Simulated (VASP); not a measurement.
These are r2SCAN meta-GGA, VASP's PBE PAW potentials (set 64) (plane waves; VASP) values and carry that method's errors.

Input for VASP

### KPOINTS_OPT
```
k-points along high-symmetry lines
10
Line-mode
Reciprocal
  0.000000   0.000000   0.000000 ! GAMMA
  0.000000   0.500000   0.000000 ! X

  0.000000   0.500000   0.000000 ! X
  0.500000   0.500000   0.000000 ! M

  0.500000   0.500000   0.000000 ! M
  0.000000   0.000000   0.000000 ! GAMMA

  0.000000   0.000000   0.000000 ! GAMMA
  0.500000   0.500000   0.500000 ! R

  0.500000   0.500000   0.500000 ! R
  0.000000   0.500000   0.000000 ! X

  0.500000   0.500000   0.500000 ! R
  0.500000   0.500000   0.000000 ! M
```

KPOINTS:
```
Automatic mesh
0
Gamma
13 13 13
0 0 0
```

INCAR:
```
LMIXTAU = .TRUE.
ALGO = Normal   ! blocked Davidson
PREC = Accurate
ISMEAR = -5   ! tetrahedra, Bloechl
LMAXMIX = 4   ! l cut-off of mixed one-centre charges
NEDOS = 601   ! DOS grid
ISIF = 2   ! forces and stress, cell fixed
LORBIT = 11
METAGGA = R2SCAN
NELM = 100   ! most electronic steps
LREAL = .FALSE.
ENCUT = 400   ! plane-wave cut-off (eV)
EDIFF = 1E-7   ! SCF stop (eV)
LWAVE = .FALSE.
LASPH = .TRUE.   ! aspherical one-centre terms
SYSTEM = NbP
LCHARG = .FALSE.
```

**POSCAR**
```
NbP
1
    3.1058565773     0.0000000000     0.0000000000
    0.0000000000     3.1058565773     0.0000000000
   -0.0000000000     0.0000000000     3.1058565773
Nb P
1 1
Direct
  0.0000000000   0.0000000000   0.0000000000
  0.5000000000   0.5000000000   0.5000000000
```

POTCAR, in this order: Nb_sv P (PBE.64 set). Program: vasp_std.

The resulting files:

### OSZICAR
```
       N       E                     dE             d eps       ncg     rms          rms(c)
DAV:   1     0.962617559690E+02    0.96262E+02   -0.86315E+03  2192   0.116E+03
DAV:   2    -0.363702114450E+02   -0.13263E+03   -0.12906E+03  2699   0.392E+02
DAV:   3    -0.426966492870E+02   -0.63264E+01   -0.62199E+01  3414   0.682E+01
DAV:   4    -0.430052190848E+02   -0.30857E+00   -0.30793E+00  3243   0.148E+01
DAV:   5    -0.430176374173E+02   -0.12418E-01   -0.12410E-01  3618   0.239E+00    0.117E+01
DAV:   6    -0.349323748387E+02    0.80853E+01   -0.63162E+00  3602   0.300E+01    0.407E+00
DAV:   7    -0.351001431560E+02   -0.16777E+00   -0.60328E-01  2689   0.777E+00    0.228E+00
DAV:   8    -0.349458972678E+02    0.15425E+00   -0.54600E-01  2449   0.811E+00    0.745E-01
DAV:   9    -0.351495026019E+02   -0.20361E+00   -0.10855E-01  2504   0.387E+00    0.323E-01
DAV:  10    -0.351750672677E+02   -0.25565E-01   -0.19047E-02  2891   0.147E+00    0.183E-01
DAV:  11    -0.351803275863E+02   -0.52603E-02   -0.73911E-03  2349   0.862E-01    0.154E-01
DAV:  12    -0.351823158943E+02   -0.19883E-02   -0.54054E-03  2479   0.647E-01    0.948E-02
DAV:  13    -0.351827419675E+02   -0.42607E-03   -0.49836E-04  3172   0.258E-01    0.333E-02
DAV:  14    -0.351826364157E+02    0.10555E-03   -0.53298E-05  3266   0.678E-02    0.309E-02
DAV:  15    -0.351828025739E+02   -0.16616E-03   -0.18076E-04  2359   0.111E-01    0.939E-03
DAV:  16    -0.351828009962E+02    0.15777E-05   -0.27537E-05  2799   0.621E-02    0.494E-03
DAV:  17    -0.351828000678E+02    0.92845E-06   -0.10084E-06  3472   0.101E-02    0.111E-03
DAV:  18    -0.351828034114E+02   -0.33436E-05   -0.49160E-07  2496   0.710E-03    0.779E-04
DAV:  19    -0.351828029342E+02    0.47714E-06   -0.10868E-07  1317   0.356E-03    0.298E-04
DAV:  20    -0.351828027811E+02    0.15308E-06   -0.13949E-08  1262   0.143E-03    0.158E-04
DAV:  21    -0.351828028041E+02   -0.22950E-07   -0.16567E-09  1232   0.537E-04
   1 F= -.35182803E+02 E0= -.35182803E+02  d E =0.000000E+00
       N       E                     dE             ncg
```

OUTCAR:
```
------------------------ aborting loop because EDIFF is reached ----------------------------------------
  FORCE on cell =-STRESS in cart. coord.  units (eV):
  Direction    XX          YY          ZZ          XY          YZ          ZX
  --------------------------------------------------------------------------------------
  Total       -0.0263500     -0.0263500     -0.0263500      0.0000000      0.0000000     -0.0000000
  in kB       -1.4091158     -1.4091158     -1.4091158      0.0000000      0.0000000     -0.0000000
  external PRESSURE =      -1.4091158 kB  Pullay stress =       0.0000000 kB
  volume of cell :       29.96
      direct lattice vectors                 reciprocal lattice vectors
     3.105856577  0.000000000  0.000000000     0.321972369  0.000000000  0.000000000
     0.000000000  3.105856577  0.000000000     0.000000000  0.321972369  0.000000000
     0.000000000  0.000000000  3.105856577     0.000000000  0.000000000  0.321972369
 POSITION                                       TOTAL-FORCE (eV/Angst)
 -----------------------------------------------------------------------------------
      0.00000      0.00000      0.00000         0.000000      0.000000      0.000000
      1.55293      1.55293      1.55293         0.000000      0.000000      0.000000
 -----------------------------------------------------------------------------------
    total drift:                               -0.000000      0.000000     -0.000000
  FREE ENERGIE OF THE ION-ELECTRON SYSTEM (eV)
  ---------------------------------------------------
  free  energy   TOTEN  =       -35.1828028041 eV

  energy  without entropy=      -35.1828028041  energy(sigma->0) =      -35.18280280

 total charge

# of ion       s       p       d       tot
------------------------------------------
    1        2.155   6.009   2.475  10.638
    2        1.024   1.517   0.000   2.541
--------------------------------------------------
tot          3.179   7.526   2.475  13.179
```
(Selected blocks of OUTCAR.)

OUTCAR:
```
 val. band max:       12.3379219073   @ k =   0.3846   0.3077   0.3077

 cond. band min:      12.1301237785   @ k =   0.1538   0.0000   0.0000


 Fermi energy:        12.2404198424

 k-point     1 :       0.0000    0.0000    0.0000
  band No.  band energies     occupation
      1     -44.9659      2.00000
      2     -20.1127      2.00000
      3     -20.1127      2.00000
      4     -20.1127      2.00000
      5      -2.1375      2.00000
      6       8.6723      2.00000
      7       8.6723      2.00000
      8      12.1891      2.00000
      9      12.1891      2.00000
     10      12.1891      1.65065
     11      14.1689      0.00000
     12      14.1689      0.00000
     13      14.1689      0.00000

 k-point     2 :       0.0769    0.0000    0.0000
  band No.  band energies     occupation
      1     -44.9632      2.00000
      2     -20.1456      2.00000
      3     -20.1098      2.00000
      4     -20.1098      2.00000
      5      -2.0358      2.00000
      6       8.5436      2.00000
      7       8.7284      2.00000
      8      11.8804      2.00000
      9      11.8804      2.00000
     10      12.0897      1.61573
     11      14.1977      0.00000
     12      14.5222      0.00000
     13      14.5222      0.00000

 k-point     3 :       0.1538    0.0000    0.0000
  band No.  band energies     occupation
      1     -44.9557      2.00000
      2     -20.2352      2.00000
      3     -20.1017      2.00000
      4     -20.1017      2.00000
      5      -1.7384      2.00000
      6       8.0340      2.00000
      7       8.8913      2.00000
      8      11.2831      2.00000
      9      11.2831      2.00000
     10      12.1301      0.67512
     11      14.2793      0.00000
     12      15.2647      0.00000
     13      15.2647      0.00000

 k-point     4 :       0.2308    0.0000    0.0000
  band No.  band energies     occupation
      1     -44.9450      2.00000
      2     -20.3593      2.00000
      3     -20.0902      2.00000
...
```

For a metal the tetrahedron method with Blöchl corrections gives inexact stress and forces.

The structure was generated: NbP was put into the CsCl type (Pm-3m), which need not be its known phase. It was relaxed first, which changed the volume by +13 %.
